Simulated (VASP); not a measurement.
```xyz
2
Lattice="0.0000 2.7759 2.7759 2.7759 0.0000 2.7759 2.7759 2.7759 0.0000" Properties=species:S:1:pos:R:3 pbc="T T T"
Si     0.0000     0.0000     0.0000
Si     1.3879     1.3879     1.3879
```

Calculation: RPBE GGA, VASP's PBE PAW potentials (set 64) (plane waves; VASP). Run with 520 eV cut-off, 8×8×8 Γ-centred mesh, Gaussian smearing of 0.050 eV, potentials Si.

### Question
Give the stress tensor in GPa (positive for a compressed cell).

### Answer

```
-2.36   0.00   0.00
 0.00  -2.36   0.00
 0.00   0.00  -2.36
```
The pressure is its mean diagonal, -2.36 GPa.

The compound is Si in the diamond structure. This cell is one point of a volume scan, at 1.03 of the reference volume.
